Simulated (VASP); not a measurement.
# Ga11CuP12 (a cell with a defect) in VASP: notebook, part 3 of 3

VASP 6.6.1. The steps go on from the part before.

## Step 7: Relaxation of the atoms, PBEsol+U, collinear spin, ferromagnetic start

Contents of INCAR:

```
PREC     = Accurate       # precision mode
ENCUT    = 350            # plane-wave cutoff, eV
EDIFF    = 1E-5           # SCF threshold, eV
ISMEAR   = 0              # smearing method
SIGMA    = 0.03           # smearing width, eV
LREAL    = Auto         
LASPH    = True           # aspherical terms in the spheres
NELM     = 120            # most SCF steps
ALGO     = Normal         # electronic algorithm
ISIF     = 2              # what is computed and relaxed
LWAVE    = False          # write WAVECAR
LCHARG   = False          # write CHGCAR
ISPIN    = 2              # spin polarisation
MAGMOM   = 2 0 0 0 0 0 0 0 0 0 0 0 0 0 0 0 0 0 0 0 0 0 0 0 # initial moments
LORBIT   = 11             # projections on sites
LMAXMIX  = 4              # l up to which the mixer works
LDAU     = True           # DFT+U
LDAUTYPE = 2            
LDAUL    = 2 -1 -1        # shell
LDAUU    = 5 0 0          # U, eV
LDAUJ    = 0 0 0        
LDAUPRINT= 1            
GGA      = PS             # functional
IBRION   = 2              # ionic algorithm
NSW      = 40             # ionic steps
EDIFFG   = -0.03          # ionic threshold
KPAR     = 2
```

Contents of KPOINTS:

```
regular mesh
0
Gamma
  2 2 2
```

Contents of POSCAR:

```
Ga11CuP12
1.0
    0.0000000000      8.1757500000      8.1757500000
    5.4505000000      0.0000000000      5.4505000000
    5.4505000000      5.4505000000      0.0000000000
Cu Ga P
1 11 12
Direct
    0.0000000000      0.0000000000      0.0000000000
    0.0000000000      0.0000000000      0.5000000000
    0.0000000000      0.5000000000      0.0000000000
    0.0000000000      0.5000000000      0.5000000000
    0.3333330000      0.0000000000      0.0000000000
    0.3333330000      0.0000000000      0.5000000000
    0.3333330000      0.5000000000      0.0000000000
    0.3333330000      0.5000000000      0.5000000000
    0.6666670000      0.0000000000      0.0000000000
    0.6666670000      0.0000000000      0.5000000000
    0.6666670000      0.5000000000      0.0000000000
    0.6666670000      0.5000000000      0.5000000000
    0.0833333333      0.1250000000      0.1250000000
    0.0833333333      0.1250000000      0.6250000000
    0.0833333333      0.6250000000      0.1250000000
    0.0833333333      0.6250000000      0.6250000000
    0.4166663333      0.1250000000      0.1250000000
    0.4166663333      0.1250000000      0.6250000000
    0.4166663333      0.6250000000      0.1250000000
    0.4166663333      0.6250000000      0.6250000000
    0.7500003333      0.1250000000      0.1250000000
    0.7500003333      0.1250000000      0.6250000000
    0.7500003333      0.6250000000      0.1250000000
    0.7500003333      0.6250000000      0.6250000000
```

Potentials or basis: VASP PAW PBE potentials, release 64 (Cu, Ga_d, P).

The run is started by

```console
> cat potpaw_PBE.64/Cu/POTCAR potpaw_PBE.64/Ga_d/POTCAR potpaw_PBE.64/P/POTCAR > POTCAR
> mpirun -np 4 vasp_std > vasp.out
```

OUTCAR:

```text
PREC = Accurate
   ENCUT = 350
   EDIFF = 1E-5
   ISMEAR = 0
   LREAL = Auto
   LASPH = True
   NELM = 120
   ISIF = 2
   ISPIN = 2
   LORBIT = 11
   GGA = PS
   IBRION = 2
   NSW = 40
   EDIFFG = -0.03

 ion  position               nearest neighbor table
   1  0.000  0.000  0.000-  21 2.36  13 2.36  15 2.36  14 2.36
   2  0.000  0.000  0.500-  22 2.36  14 2.36  16 2.36  13 2.36
   3  0.000  0.500  0.000-  23 2.36  15 2.36  16 2.36  13 2.36
   4  0.000  0.500  0.500-  24 2.36  16 2.36  14 2.36  15 2.36
   5  0.333  0.000  0.000-  13 2.36  17 2.36  18 2.36  19 2.36
   6  0.333  0.000  0.500-  14 2.36  18 2.36  17 2.36  20 2.36
[... 16 lines left out ...]
  23  0.750  0.625  0.125-   3 2.36  11 2.36   9 2.36  12 2.36
  24  0.750  0.625  0.625-   4 2.36  12 2.36  11 2.36  10 2.36

  LATTYP: Found a face centered orthorhombic cell.
 ALAT       =     7.7081710217
 B/A-ratio  =     1.7320508076
 C/A-ratio  =     2.4494897428

  Lattice vectors:

 A1 = (   0.0000000000,   8.1757500000,   8.1757500000)
 A2 = (  -5.4505000000,   2.7252500000,   8.1757500000)
 A3 = (   5.4505000000,   0.0000000000,   5.4505000000)

Analysis of symmetry for initial positions (statically):
[... 680 lines left out ...]
      1     -10.1962      1.00000
      2     -10.1885      1.00000
      3     -10.1858      1.00000
      4     -10.1782      1.00000
      5     -10.1736      1.00000
      6     -10.1643      1.00000
[... 721 lines left out ...]
    118       8.1684      0.00000
    119       8.3826      0.00000
 Fermi energy:         4.3304328308

 spin component 2

 k-point     1 :       0.0000    0.0000    0.0000
  band No.  band energies     occupation
      1     -10.1962      1.00000
      2     -10.1885      1.00000
      3     -10.1858      1.00000
      4     -10.1782      1.00000
      5     -10.1736      1.00000
      6     -10.1643      1.00000
[... 721 lines left out ...]
    118       8.1684      0.00000
    119       8.3826      0.00000
 [bands above 119 left out]

------------------------ aborting loop because EDIFF is reached ----------------------------------------

  FORCE on cell =-STRESS in cart. coord.  units (eV):
  Direction    XX          YY          ZZ          XY          YZ          ZX
  --------------------------------------------------------------------------------------
  -------------------------------------------------------------------------------------
  Total       -4.7521797     -6.0077339     -6.0077339     -0.3721732     -0.1714669     -0.3721732
  in kB      -15.6737585    -19.8148590    -19.8148590     -1.2275109     -0.5655365     -1.2275110
  external PRESSURE =     -18.4344922 kB  Pullay stress =       0.0000000 kB
[... 39 lines left out ...]
  FREE ENERGIE OF THE ION-ELECTRON SYSTEM (eV)
  ---------------------------------------------------
  free  energy   TOTEN  =      -115.7404235955 eV

  energy  without entropy=     -115.7371299315  energy(sigma->0) =     -115.73877676

 reached required accuracy - stopping structural energy minimisation

 total charge

# of ion       s       p       d       tot
------------------------------------------
    1        0.452   0.446   9.286  10.184
    2        0.866   0.835  10.003  11.704
    3        0.866   0.835  10.003  11.704
    4        0.866   0.830  10.002  11.698
    5        0.864   0.853  10.006  11.723
    6        0.862   0.855  10.007  11.724
[... 16 lines left out ...]
   23        1.015   1.507   0.000   2.522
   24        1.014   1.508   0.000   2.522
--------------------------------------------------
tot         22.195  27.622 119.357 169.174

 magnetization (x)

# of ion       s       p       d       tot
------------------------------------------
    1       -0.000   0.000   0.000   0.000
    2       -0.000  -0.000   0.000  -0.000
    3       -0.000  -0.000   0.000  -0.000
    4       -0.000   0.000  -0.000  -0.000
    5       -0.000   0.000   0.000   0.000
    6       -0.000   0.000   0.000   0.000
[... 16 lines left out ...]
   23       -0.000   0.000   0.000   0.000
   24       -0.000  -0.000   0.000  -0.000
--------------------------------------------------
tot         -0.000   0.000   0.000   0.000
```

OSZICAR:

```text
N       E                     dE             d eps       ncg     rms          rms(c)
DAV:   1     0.212887535977E+04    0.21289E+04   -0.69881E+04  3200   0.191E+03
DAV:   2     0.347361768910E+03   -0.17815E+04   -0.17219E+04  3264   0.554E+02
DAV:   3    -0.701107691675E+02   -0.41747E+03   -0.39080E+03  3686   0.199E+02
[... 59 lines left out ...]
   7 F= -.11573963E+03 E0= -.11573794E+03  d E =-.614103E-02  mag=     0.0001
       N       E                     dE             d eps       ncg     rms          rms(c)
DAV:   1    -0.115739821192E+03   -0.19517E-03   -0.18331E-01  3648   0.121E+00    0.916E-02
DAV:   2    -0.115740404988E+03   -0.58380E-03   -0.65139E-03  4576   0.352E-01    0.321E-02
DAV:   3    -0.115740426179E+03   -0.21191E-04   -0.48573E-04  4336   0.194E-01    0.216E-02
DAV:   4    -0.115740423596E+03    0.25832E-05   -0.61246E-05  3320   0.104E-01
   8 F= -.11574042E+03 E0= -.11573878E+03  d E =-.794808E-03  mag=     0.0000
```

Run time: 12 min. Hardware: 4 MPI ranks of AMD EPYC 9R45 (Zen 5), shared host; peak memory 0.44 GiB.

Results:

| Item | Value |
| --- | --- |
| Free energy | -115.7404 eV |
| Energy gained by relaxing | 5.2 meV/atom |
| Ionic steps | 8 |
| Pressure after relaxing | -1.8 GPa |
| Largest force after relaxing | 0.029 eV/Å |
| Band gap on the k mesh | none (metal or under the smearing width) |
| Net moment | 0.00 μB per cell |
| Valence electrons inside the program's atomic spheres | Cu 10.18; Ga 11.70, 11.72, 11.73, 11.71; P 2.48, 2.52, 2.51 |

Forces in eV/Å, atoms in the order of the input:
```
Cu  -0.027  0.007  0.007
Ga  -0.001  0.000 -0.005
Ga  -0.001 -0.005  0.000
Ga   0.006  0.002  0.002
Ga  -0.006 -0.002 -0.002
Ga  -0.002 -0.008 -0.002
Ga  -0.002 -0.002 -0.008
Ga   0.005 -0.003 -0.003
Ga  -0.005 -0.001 -0.001
Ga   0.003  0.007 -0.001
Ga   0.003 -0.001  0.007
Ga  -0.002  0.005  0.005
P    0.022 -0.006 -0.006
P    0.000 -0.009  0.001
P    0.000  0.001 -0.009
P   -0.002 -0.003 -0.003
P   -0.001  0.001  0.001
P    0.003 -0.010 -0.006
P    0.003 -0.006 -0.010
P   -0.001  0.001  0.001
P    0.017  0.010  0.010
P   -0.003  0.006  0.005
P   -0.003  0.005  0.006
P   -0.006  0.012  0.012
```

The path:
| step | energy change (eV) | largest force (eV/Å) | pressure (GPa) |
| --- | --- | --- | --- |
| 1 | 0.0000 | 0.6444 | -1.62 |
| 2 | -0.0751 | 0.4469 | -1.72 |
| 3 | -0.1174 | 0.1813 | -1.78 |
| 4 | -0.1177 | 0.1566 | -1.78 |
| 5 | -0.1237 | 0.0535 | -1.80 |
| 6 | -0.1238 | 0.0503 | -1.81 |
| 7 | -0.1238 | 0.0514 | -1.81 |
| 8 | -0.1246 | 0.0290 | -1.84 |

Final structure:
```
CELL_PARAMETERS angstrom
0.00000 8.17575 8.17575
5.45050 0.00000 5.45050
5.45050 5.45050 0.00000
ATOMIC_POSITIONS crystal
Cu 0.99777 0.00058 0.00058
Ga 0.00071 0.00175 0.49851
Ga 0.00071 0.49851 0.00175
Ga 0.00047 0.49873 0.49873
Ga 0.33015 0.00134 0.00134
Ga 0.33077 0.00152 0.50070
Ga 0.33077 0.50070 0.00152
Ga 0.33335 0.49998 0.49998
Ga 0.66815 0.00151 0.00151
Ga 0.66673 0.00249 0.49496
Ga 0.66673 0.49496 0.00249
Ga 0.66715 0.49982 0.49982
P 0.08118 0.12096 0.12096
P 0.08246 0.11974 0.63666
P 0.08246 0.63666 0.11974
P 0.08318 0.62515 0.62515
P 0.41755 0.12446 0.12446
P 0.41632 0.12477 0.62572
P 0.41632 0.62572 0.12477
P 0.41688 0.62495 0.62495
P 0.75915 0.12118 0.12118
P 0.75044 0.12442 0.62489
P 0.75044 0.62489 0.12442
P 0.75016 0.62521 0.62521
```

Levels at points of the mesh, in eV from the Fermi level:
Spin up:
| k point | band 105 | band 106 | band 107 | band 108 | band 109 | band 110 |
| --- | --- | --- | --- | --- | --- | --- |
| (0.00, 0.00, 0.00) | -0.35 | 0.43 | 0.51 | 0.53 | 1.74 | 1.78 |
| (0.50, 0.00, 0.00) | -0.19 | -0.18 | 0.32 | 0.34 | 1.72 | 1.80 |
| (0.00, 0.50, 0.00) | -0.50 | -0.47 | -0.03 | 0.03 | 2.25 | 2.30 |
| (0.50, 0.00, 0.50) | -1.00 | -0.62 | -0.53 | -0.10 | 2.52 | 2.55 |
| (0.00, 0.50, 0.50) | -0.99 | -0.43 | -0.43 | 0.07 | 2.31 | 2.35 |
| (0.50, 0.50, 0.50) | -0.76 | -0.65 | -0.19 | -0.13 | 2.48 | 2.60 |
Spin down:
```csv
k point,band 105,band 106,band 107,band 108,band 109,band 110
"(0.00, 0.00, 0.00)",-0.35,0.43,0.51,0.53,1.74,1.78
"(0.50, 0.00, 0.00)",-0.19,-0.18,0.32,0.34,1.72,1.80
"(0.00, 0.50, 0.00)",-0.50,-0.47,-0.03,0.03,2.25,2.30
"(0.50, 0.00, 0.50)",-1.00,-0.62,-0.53,-0.10,2.52,2.55
"(0.00, 0.50, 0.50)",-0.99,-0.43,-0.43,0.07,2.31,2.35
"(0.50, 0.50, 0.50)",-0.76,-0.65,-0.19,-0.13,2.48,2.60
```

Eigenvalues of the final occupation matrices:
| site | spin | trace | eigenvalues |
| --- | --- | --- | --- |
| site 1 d | 1 | 4.65 | 0.91 0.91 0.94 0.94 0.94 |
| site 1 d | 2 | 4.65 | 0.91 0.91 0.94 0.94 0.94 |

Caveat: the k mesh is coarse (spacing up to 0.50 Å⁻¹), so the values aren't converged; the cutoff is under 1.25 times the usual one of these potentials, so pressure, stress and relaxed cells hold a basis-set (Pulay) error; the PAW data sets were made with another functional, which shifts forces and pressure a little; the U is typed as a test and isn't derived for this compound. The state reached can hang on the start; a lower one may exist.

## Step 8: The runs side by side

```tsv
task	spin	fixed moment (μB)	cell	gap on the mesh (eV)	pressure (GPa)	moment (μB)	largest force (eV/Å)
single point	collinear, ferromagnetic start	-	as given	none	-1.6	0.34	0.64
single point	collinear, ferromagnetic start	2	as given	-	-1.4	2.00	0.52
single point	collinear, zero start	0	as given	-	-1.7	0.00	0.66
relaxation of the atoms	collinear, ferromagnetic start	-	atoms relaxed	none	-1.8	0.00	0.03
```

Alike in all rows: level PBEsol+U; potentials or basis VASP PAW PBE potentials, release 64 (Cu, Ga_d, P); Cu d U = 5 eV; k mesh 2 × 2 × 2; cutoff (eV) 350; smearing gaussian 0.03 eV; the mesh is coarse, so values aren't converged.

Caveats: all runs use coarse meshes; the cutoff is under 1.25 times the usual one of these potentials, so pressure, stress and relaxed cells hold a basis-set (Pulay) error; the PAW data sets were made with another functional, which shifts forces and pressure a little; the U is typed as a test and isn't derived for this compound; the total moment is fixed, so each spin has its own Fermi level (some runs).

Total energies depend on the potentials used, so only differences within one code and one set of settings carry meaning.
